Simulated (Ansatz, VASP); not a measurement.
# W (W(210)): VASP beside Ansatz

One calculation is typed for both programs; each brings its own data sets. How far apart do they land? Of the first pair: The structure shown is the start of the Ansatz relaxation below; VASP solves that cell, so the two are compared at the walk's first step.

Main program and level: Ansatz 0.2.0; plane waves, with VASP 6.6.1 beside it; LDA.

### 1. The starting structure

The cell holds 17 atoms: 17 W. Its edges and angles: a = 3.160 Å, b = 7.066 Å, c = 27.306 Å, α = 90.0°, β = 90.0°, γ = 90.0°. Vacuum lies along c.

### 2. Ansatz: relaxation, LDA

Ansatz runs on its default PAW (the set named soft_2) files.

The two programs are compared at the cell with which this relaxation starts, whose forces are those of its first step.

input.yaml

```yaml
crystal:
  lattice:
    - [3.16, 0.0, 0.0]
    - [0.0, 7.0659748089, 0.0]
    - [0.0, 0.0, 27.3055596942]
  atoms:
    - { symbol: W, position: [0.0, 0.6, 0.292980627] }
    - { symbol: W, position: [0.5, 0.9, 0.3188580486] }
    - { symbol: W, position: [0.0, 0.2, 0.3447354703] }
    - { symbol: W, position: [0.5, 0.5, 0.3706128919] }
    - { symbol: W, position: [0.0, 0.8, 0.3964903135] }
    - { symbol: W, position: [0.5, 0.1, 0.4223677351] }
    - { symbol: W, position: [0.0, 0.4, 0.4482451568] }
    - { symbol: W, position: [0.5, 0.7, 0.4741225784] }
    - { symbol: W, position: [0.0, 0.0, 0.5] }
    - { symbol: W, position: [0.5, 0.3, 0.5258774216] }
    - { symbol: W, position: [0.0, 0.6, 0.5517548432] }
    - { symbol: W, position: [0.5, 0.9, 0.5776322649] }
    - { symbol: W, position: [0.0, 0.2, 0.6035096865] }
    - { symbol: W, position: [0.5, 0.5, 0.6293871081] }
    - { symbol: W, position: [0.0, 0.8, 0.6552645297] }
    - { symbol: W, position: [0.5, 0.1, 0.6811419514] }
    - { symbol: W, position: [0.0, 0.4, 0.707019373] }
hamiltonian:
  xc: lda
kpoints:
  mp_grid: { grid: [12, 6, 1] }
scf:
  occupations: { method: methfessel_paxton, width: 0.1 }
  convergence: { dr2_threshold: 1.0e-09 }
efield:
  axis: 3
  dipole_correction: true
relax:
  f_tol: 0.01
  max_steps: 40
  constraints: [{ sites: [8] }]
output:
  write_potential: true
  write_density: true
  volumetric_format: npy
```

On the command line:

```bash
> ansatz run input.yaml --threads 4 --pin off --max-ram 8192MiB --backend cpu --events-out ev --progress --plain --runs-dir out
```

Numbers of over 12 decimals in the logs are rounded to 6 here.

Output:

```text
Engine: ansatz 0.2.0, x86_64-unknown-linux-gnu
Pseudopotentials: kind: paw
Pseudopotential: W, paw, valence charge 14, recommended cutoff 420 eV (normal), W.paw.azcp
Functional definition: SPW92
  exchange = slater_x
  correlation = pw_c
Crystal: 17 atoms, lattice volume = 609.692 Å³
Basis set: ecut = 420 eV, 11919 PW (Γ)
Bands: 143, of which v1, the nominal top of the filled ones, is band 119 counted from 1 (118 counted from 0)
Symmetry: 2 space group operations
k-points: 28 of 72 (time reversal used)
Non-local potential: W, projectors of the file, l = 0: 3, l = 1: 2, l = 2: 2, l = 3: 1
PAW form: soft (Blöchl's): semilocal exchange-correlation on the pseudo side does not see the compensation charge
PAW frozen core: W, regenerated for the run's functional, and the local potential with it (the file was generated under x = pbe(κ = 0.804, μ = 0.219515), c = pbe(β = 0.066725))
PAW one-centre angular grid: W, 590 points (default); XC on 64 Gauss nodes
Initial density: superposition of atomic densities (neutral atoms: chi_scale 0, normalization atom), corrected by the library's trained network
Initial wavefunctions: pseudopotential atomic-orbital guess
Functional: x = slater, c = lda
SCF iter   1: F=—  HF=-172194.818091 eV  |F-HF|=—  |Δ(HF+E_count)|=         —  Δρ=6.23e-3  dr2=8.05e-1  ethr=1.77e-3  p=0.000 e·Å  D=3.07e-13 V/Å  ΔV_dip=-0.00 eV  dr2_dipole=7.79e-8  V_vac-E_F(+/−)=4.83/4.83 eV  ⟨swp⟩=9.8  Hψ=19880  notcnv=0
efield: sawtooth ramp at fractional position 0.9500 (placed from the atoms, in the widest stretch of the axis that holds none; the zero of the levels goes with the place), width 0.1000; the density the first Hamiltonian is built on has a dipole p = 0.000 e·Å; the dipole correction subtracts the counter field D = 3.07e-13 V/Å, which shifts the + side's vacuum level by -0.00 eV against the − side's; the planar-averaged density in the ramp window peaks in size at 2.5e-5 e/Å³
preconditioner: auto → LDOS  [metal: Δε(μ)=0.004 eV  Ē_g=4.545 eV  σ=0.100 eV  W_gap=0.03  n_scr=134 (ndim 8)  ℏωp=15.2 eV  f_vac=0.486  D(μ)=12.79/eV (n_scr^D=60)  β→1.0]
SCF iter   2: F=—  HF=-172194.769926 eV  |F-HF|=—  |Δ(HF+E_count)|=   4.82e-2  S|Δr|=    0.00e0  Δρ=2.86e-3  dr2=1.23e-1  ethr=3.38e-4  p=0.000 e·Å  D=7.36e-6 V/Å  ΔV_dip=-0.00 eV  dr2_dipole=7.14e-8  V_vac-E_F(+/−)=4.58/4.58 eV  ⟨swp⟩=2.1  Hψ=5744  notcnv=0  defer=394
SCF iter   3: F=—  HF=-172194.756715 eV  |F-HF|=—  |Δ(HF+E_count)|=   1.32e-2  S|Δr|=    0.00e0  Δρ=1.10e-3  dr2=2.08e-2  ethr=5.16e-5  p=0.000 e·Å  D=1.48e-6 V/Å  ΔV_dip=-0.00 eV  dr2_dipole=1.53e-8  V_vac-E_F(+/−)=4.62/4.62 eV  ⟨swp⟩=2.6  Hψ=5119  notcnv=0  defer=394
SCF iter   4: F=—  HF=-172194.754334 eV  |F-HF|=—  |Δ(HF+E_count)|=   2.38e-3  S|Δr|=    0.00e0  Δρ=3.10e-4  dr2=1.17e-3  ethr=8.75e-6  p=0.000 e·Å  D=9.54e-7 V/Å  ΔV_dip=-0.00 eV  dr2_dipole=1.21e-9  V_vac-E_F(+/−)=4.60/4.60 eV  ⟨swp⟩=3.0  Hψ=5751  notcnv=0  defer=394
SCF iter   5: F=—  HF=-172194.754226 eV  |F-HF|=—  |Δ(HF+E_count)|=   1.09e-4  S|Δr|=    0.00e0  Δρ=1.01e-4  dr2=1.15e-4  ethr=4.91e-7  p=0.000 e·Å  D=5.59e-7 V/Å  ΔV_dip=-0.00 eV  dr2_dipole=2.68e-10  V_vac-E_F(+/−)=4.60/4.60 eV  ⟨swp⟩=3.0  Hψ=5863  notcnv=0  defer=394
SCF iter   6: F=—  HF=-172194.754230 eV  |F-HF|=—  |Δ(HF+E_count)|=   4.38e-6  S|Δr|=    0.00e0  Δρ=3.14e-5  dr2=1.06e-5  ethr=4.82e-8  p=0.000 e·Å  D=2.66e-7 V/Å  ΔV_dip=-0.00 eV  dr2_dipole=4.71e-11  V_vac-E_F(+/−)=4.60/4.60 eV  ⟨swp⟩=2.5  Hψ=5159  notcnv=0  defer=394
SCF iter   7: F=—  HF=-172194.755167 eV  |F-HF|=—  |Δ(HF+E_count)|=   9.37e-4  S|Δr|=    0.00e0  Δρ=1.17e-5  dr2=1.60e-6  ethr=4.45e-9  p=0.000 e·Å  D=8.56e-8 V/Å  ΔV_dip=-0.00 eV  dr2_dipole=4.63e-12  V_vac-E_F(+/−)=4.60/4.60 eV  ⟨swp⟩=2.5  Hψ=5835  notcnv=0  defer=85
SCF iter   8: F=—  HF=-172194.755167 eV  |F-HF|=—  |Δ(HF+E_count)|=   1.55e-7  S|Δr|=    0.00e0  Δρ=3.18e-6  dr2=9.78e-8  ethr=6.73e-10  p=0.000 e·Å  D=2.94e-8 V/Å  ΔV_dip=-0.00 eV  dr2_dipole=3.19e-13  V_vac-E_F(+/−)=4.60/4.60 eV  ⟨swp⟩=2.6  Hψ=5326  notcnv=0  defer=85
SCF iter   9: F=—  HF=-172194.755167 eV  |F-HF|=—  |Δ(HF+E_count)|=   3.81e-8  S|Δr|=    0.00e0  Δρ=1.20e-6  dr2=1.48e-8  ethr=4.11e-11  p=0.000 e·Å  D=1.05e-8 V/Å  ΔV_dip=-0.00 eV  dr2_dipole=9.63e-14  V_vac-E_F(+/−)=4.60/4.60 eV  ⟨swp⟩=3.0  Hψ=6090  notcnv=0  defer=85
SCF iter  10: F=—  HF=-172194.755167 eV  |F-HF|=—  |Δ(HF+E_count)|=   7.68e-9  S|Δr|=    0.00e0  Δρ=3.18e-7  dr2=1.13e-9  ethr=6.23e-12  p=-0.000 e·Å  D=-6.09e-11 V/Å  ΔV_dip=0.00 eV  dr2_dipole=1.22e-15  V_vac-E_F(+/−)=4.60/4.60 eV  ⟨swp⟩=2.6  Hψ=5735  notcnv=0  defer=85
SCF iter  11: F=-172194.755167 eV  HF=-172194.755167 eV  |F-HF|=5.53e-10  |Δ(HF+E_count)|=   1.19e-9  S|Δr|=    0.00e0  Δρ=1.27e-7  dr2=2.07e-10  ethr=1.00e-12  p=0.000 e·Å  D=8.52e-10 V/Å  ΔV_dip=-0.00 eV  dr2_dipole=2.65e-16  V_vac-E_F(+/−)=4.60/4.60 eV  ⟨swp⟩=10.1  Hψ=24790  notcnv=0
SCF 1 converged in 11 iterations: F = -172194.755167 eV  dr2 = 2.07e-10
[...]
--- Per-component energies (eV) ---
  E_band       = -4988.785609
  E_kinetic    = 7657.845408
  E_local      = -351257.193700  (includes V_loc(G=0)·N_el)
  E_nonlocal   = 121.144098
  E_hartree    = 172378.353234
  E_xc         = -4497.949714
  E_vxc        = -4052.088597  (∫ρ·V_xc dr)
  E_paw        = -141266.537158  (= ΣΔE_a)
  E_vpaw       = -2215.199601  (= ΣTr[D̂ρ^β])
  E_aug_tail   = -0.001038  (compensation charges beyond the density's cutoff)
  E_efield     = 0.000000  (sawtooth field / dipole correction)
  E_vefield    = 0.000000  (∫n·V_field dr)
  E_ewald      = 144663.734807
  E_core_change = 4.813600  (= ΣΔE_core)
  E_smearing   = -0.000570  (= −TS)
  E_closure    = 0.000000  (closes the sum)
  Σ components = -172195.791034   (vs F -172195.791034, Δ=0.00e0)
--- Forces (eV/Å), atoms counted from 1 ---
  atom   1  W      0.00000000    -0.00394261    -0.00371586
  atom   2  W      0.00000000     0.00103512     0.00025016
  atom   3  W      0.00000000     0.00190228    -0.00419533
  atom   4  W      0.00000000    -0.00000238    -0.00800060
  atom   5  W      0.00000000     0.00310305     0.00275359
  atom   6  W      0.00000000    -0.00172438     0.00161958
  atom   7  W      0.00000000     0.00471497     0.00024185
  atom   8  W      0.00000000    -0.00028995     0.00014470
  atom   9  W      0.00000000    -0.00000005     0.00000001
  atom  10  W      0.00000000     0.00028998    -0.00014471
  atom  11  W      0.00000000    -0.00471495    -0.00024182
  atom  12  W      0.00000000     0.00172434    -0.00161957
  atom  13  W      0.00000000    -0.00310301    -0.00275355
  atom  14  W      0.00000000     0.00000237     0.00800060
  atom  15  W      0.00000000    -0.00190229     0.00419530
  atom  16  W      0.00000000    -0.00103510    -0.00025016
  atom  17  W      0.00000000     0.00394261     0.00371584
  max |Σ_I F_I| component: 2.42e-8 eV/Å
--- Band table (eV; the first three rows and the last of 28) ---
  k-point 0: bands = [... 115 lower, 6.5030, 6.7979, 6.8393, 7.0406, 7.1800, 7.2037, 7.4041, 7.5655, ... 20 higher]
  k-point 1: bands = [... 115 lower, 6.6858, 6.8091, 6.8337, 7.1010, 7.3215, 7.3343, 7.5929, 7.6296, ... 20 higher]
  k-point 2: bands = [... 115 lower, 6.9463, 6.9668, 7.0961, 7.2114, 7.5223, 7.5607, 7.6199, 7.7024, ... 20 higher]
  k-point 27: bands = [... 115 lower, 7.1138, 7.2273, 7.5729, 7.6051, 7.6102, 7.7700, 7.9686, 8.0576, ... 20 higher]
--- Relaxed structure (6 steps of the walk, 6 accepted, 0 SCFs on fresh bases) ---
  F+E_penalty+E_count = -172195.79103450 eV   max|allowed force component| = 8.001e-3 eV/Å
  atoms:
    - { symbol: W, position: [0.0, 0.612196, 0.303545] }
    - { symbol: W, position: [0.500000, 0.892974, 0.323885] }
    - { symbol: W, position: [0.0, 0.191528, 0.347606] }
    - { symbol: W, position: [0.500000, 0.497300, 0.371605] }
    - { symbol: W, position: [0.0, 0.801684, 0.398974] }
    - { symbol: W, position: [0.500000, 0.101989, 0.422879] }
    - { symbol: W, position: [0.0, 0.401808, 0.449056] }
    - { symbol: W, position: [0.500000, 0.701086, 0.474764] }
    - { symbol: W, position: [0.0, 0.0, 0.500000] }
    - { symbol: W, position: [0.500000, 0.298914, 0.525236] }
    - { symbol: W, position: [0.0, 0.598192, 0.550944] }
    - { symbol: W, position: [0.500000, 0.898011, 0.577121] }
    - { symbol: W, position: [0.0, 0.198316, 0.601026] }
    - { symbol: W, position: [0.500000, 0.502700, 0.628395] }
    - { symbol: W, position: [0.0, 0.808472, 0.652394] }
    - { symbol: W, position: [0.500000, 0.107026, 0.676115] }
    - { symbol: W, position: [0.0, 0.387804, 0.696455] }
```

Reading the cycles: dr2 is the Hartree energy of the density residual (eV), the measure of convergence; HF is the Harris–Foulkes estimate of the energy, which meets the free energy F at convergence.

(Part 1 of 2 ends here.)

[Lines on the potential files, build, host, timing and source positions are cut from VASP's logs without a mark.]

[Logs are printed without paths, hosts, clocks, repeated set-up lines and the standing remarks that a program may print on its own settings, such as how far it seeks lower states.]

[Hosts, paths, dates, database ids (printed as entryN), source tags and the programs' standing remarks are cut or masked in the printed files.]
